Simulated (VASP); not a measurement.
Calculation: AM05 GGA, VASP's PBE PAW potentials (set 64) (plane waves; VASP 6.6.1).

Input for VASP

File POSCAR:
```
GaSb
4.2471740
  0.0000000000   0.7071068120   0.7071068120
  0.7071068120   0.0000000000   0.7071068120
  0.7071068120   0.7071068120   0.0000000000
Ga Sb
1 1
Cart
  0.0000000000   0.0000000000   0.0000000000
  0.3535534060   0.3535534060   0.3535534060
```

### KPOINTS
```
Automatic mesh
0
Gamma
10 10 10
0 0 0
```

INCAR:
```
! general
SYSTEM =GaSb
PREC   =Accurate
ENCUT  =520
LREAL  =.False.
LASPH  =.True.

! electronic loop
EDIFF  =1E-7
NELM   =100
ALGO   =Normal
LMAXMIX=4

! smearing
ISMEAR =1
SIGMA  =0.1

! functional
GGA    =AM

! ions
ISIF   =2

! output
LWAVE  =.False.
LCHARG =.False.
```

POTCAR, in this order: Ga_d Sb (PBE.64 set). Program: vasp_std.

Output

OSZICAR:
```
       N       E                     dE             d eps       ncg     rms          rms(c)
DAV:   1     0.782218843641E+02    0.78222E+02   -0.88830E+03  1246   0.173E+03
DAV:   2    -0.178047495225E+01   -0.80002E+02   -0.77827E+02  1325   0.322E+02
DAV:   3    -0.759295203225E+01   -0.58125E+01   -0.57682E+01  1522   0.741E+01
DAV:   4    -0.769651749711E+01   -0.10357E+00   -0.10351E+00  1415   0.109E+01
DAV:   5    -0.769921015833E+01   -0.26927E-02   -0.26926E-02  1588   0.156E+00    0.324E+00
DAV:   6    -0.763110061867E+01    0.68110E-01   -0.89927E-02  1665   0.586E+00    0.195E+00
DAV:   7    -0.760884613759E+01    0.22254E-01   -0.56742E-02  1462   0.239E+00    0.368E-01
DAV:   8    -0.761023181880E+01   -0.13857E-02   -0.61012E-03  1471   0.111E+00    0.107E-01
DAV:   9    -0.761101272630E+01   -0.78091E-03   -0.11915E-03  1317   0.255E-01    0.418E-02
DAV:  10    -0.761102873418E+01   -0.16008E-04   -0.41332E-05  1544   0.500E-02    0.990E-03
DAV:  11    -0.761106425299E+01   -0.35519E-04   -0.57918E-05  1287   0.490E-02    0.411E-03
DAV:  12    -0.761106570478E+01   -0.14518E-05   -0.26351E-06  1457   0.121E-02    0.125E-03
DAV:  13    -0.761106579421E+01   -0.89425E-07   -0.24616E-07  1291   0.486E-03
   1 F= -.76110658E+01 E0= -.76110729E+01  d E =0.211746E-04
```

### OUTCAR
```
------------------------ aborting loop because EDIFF is reached ----------------------------------------
  FORCE on cell =-STRESS in cart. coord.  units (eV):
  Direction    XX          YY          ZZ          XY          YZ          ZX
  --------------------------------------------------------------------------------------
  Total        1.1653227      1.1653227      1.1653227      0.0000000      0.0000000     -0.0000000
  in kB       34.4644666     34.4644666     34.4644666      0.0000000      0.0000000     -0.0000000
  external PRESSURE =      34.4644666 kB  Pullay stress =       0.0000000 kB
  volume of cell :       54.17
      direct lattice vectors                 reciprocal lattice vectors
     0.000000000  3.003205667  3.003205667    -0.166488764  0.166488764  0.166488764
     3.003205667  0.000000000  3.003205667     0.166488764 -0.166488764  0.166488764
     3.003205667  3.003205667  0.000000000     0.166488764  0.166488764 -0.166488764
  FREE ENERGIE OF THE ION-ELECTRON SYSTEM (eV)
  ---------------------------------------------------
  free  energy   TOTEN  =        -7.6110657942 eV

  energy  without entropy=       -7.6110869688  energy(sigma->0) =       -7.61107285
```
(Selected blocks of OUTCAR.)

**OUTCAR**
```
 val. band max:        5.3686231641   @ k =   0.0000   0.0000   0.0000

 cond. band min:       5.7925249431   @ k =   0.0000   0.0000   0.0000


 Fermi energy:         5.4514899540

 k-point     1 :       0.0000    0.0000    0.0000
  band No.  band energies     occupation
      1      -9.7878      2.00000
      2      -9.7878      2.00000
      3      -9.7878      2.00000
      4      -9.7297      2.00000
      5      -9.7297      2.00000
      6      -6.5155      2.00000
      7       5.3686      1.99405
      8       5.3686      1.99405
      9       5.3686      1.99405
     10       5.7925     -0.00002
     11       8.1234      0.00000
     12       8.1234      0.00000
     13       8.1234      0.00000

 k-point     2 :       0.1000    0.0000    0.0000
  band No.  band energies     occupation
      1      -9.7913      2.00000
      2      -9.7864      2.00000
      3      -9.7864      2.00000
      4      -9.7298      2.00000
      5      -9.7298      2.00000
      6      -6.4056      2.00000
      7       3.8361      2.00000
      8       5.1784      2.00078
      9       5.1784      2.00078
     10       6.5721     -0.00000
     11       8.3790      0.00000
     12       8.3790      0.00000
     13       8.6066      0.00000

 k-point     3 :       0.2000    0.0000    0.0000
  band No.  band energies     occupation
      1      -9.8003      2.00000
      2      -9.7828      2.00000
      3      -9.7828      2.00000
      4      -9.7302      2.00000
      5      -9.7302      2.00000
      6      -6.0850      2.00000
      7       2.0638      2.00000
      8       4.7937      2.00000
      9       4.7937      2.00000
     10       6.4610     -0.00000
     11       8.8592      0.00000
     12       8.8592      0.00000
     13      10.0105      0.00000

 k-point     4 :       0.3000    0.0000    0.0000
  band No.  band energies     occupation
      1      -9.8112      2.00000
      2      -9.7787      2.00000
      3      -9.7787      2.00000
...
```

Unless said otherwise, spin-orbit coupling is left out, though it shifts the bands of the heavy elements here.

The compound is GaSb in the zinc blende structure. This cell is one point of a volume scan, at 0.94 of the reference volume.
